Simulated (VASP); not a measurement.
A VASP calculation is set up with these files.

**POSCAR**
```
FeAl
2.9105820
  1.0000000000   0.0000000000   0.0000000000
  0.0000000000   1.0000000000   0.0000000000
  0.0000000000   0.0000000000   1.0000000000
Al Fe
1 1
Cartesian
  0.5000000000   0.5000000000   0.5000000000
  0.0000000000   0.0000000000   0.0000000000
```

**KPOINTS**
```
Automatic
0
G
11 11 11
```

**INCAR**
```
ALGO = Normal
EDIFF = 1E-6
ENCUT = 120
GGA = PE
ISIF = 2
ISMEAR = 0
LASPH = .True.
LCHARG = .False.
LMAXMIX = 4
LREAL = .False.
LWAVE = .False.
NELM = 100
PREC = Accurate
SIGMA = 0.1
SYSTEM = FeAl
```

POTCAR, in this order: Al Fe (PBE.64 set). Program: vasp_std.

Question: Translate this PBE calculation to Quantum ESPRESSO's pw.x.

Answer: One equivalent input (not run):
```
&CONTROL
  calculation = 'scf'
  pseudo_dir = './pseudo'
  outdir = './out'
  tprnfor = .true.
  tstress = .true.
/
&SYSTEM
  ibrav = 0
  nat = 2
  ntyp = 2
  ecutwfc = 90
  occupations = 'smearing'
  smearing = 'gaussian'
  degauss = 0.00735
  input_dft = 'pbe'
/
&ELECTRONS
  conv_thr = 7.3e-08
  electron_maxstep = 100
/
ATOMIC_SPECIES
  Al 26.982 Al.upf
  Fe 55.845 Fe.upf
CELL_PARAMETERS angstrom
     2.9105820    0.0000000    0.0000000
     0.0000000    2.9105820    0.0000000
     0.0000000    0.0000000    2.9105820
ATOMIC_POSITIONS crystal
  Al   0.5000000  0.5000000  0.5000000
  Fe   0.0000000  0.0000000  0.0000000
K_POINTS automatic
  11 11 11 0 0 0
```
Limits of the translation: the potentials are each code's own (VASP's PAW set, PseudoDojo norm-conserving files in pw.x), so ENCUT and ecutwfc are chosen apart and not converted; conv_thr bounds pw.x's estimated SCF error, while EDIFF bounds the energy change between steps.

The structure is a typed FeAl crystal. The cell was not relaxed at this level. The run is one of a series of settings (ENCUT = 120 against the base run), some of them coarse on purpose.
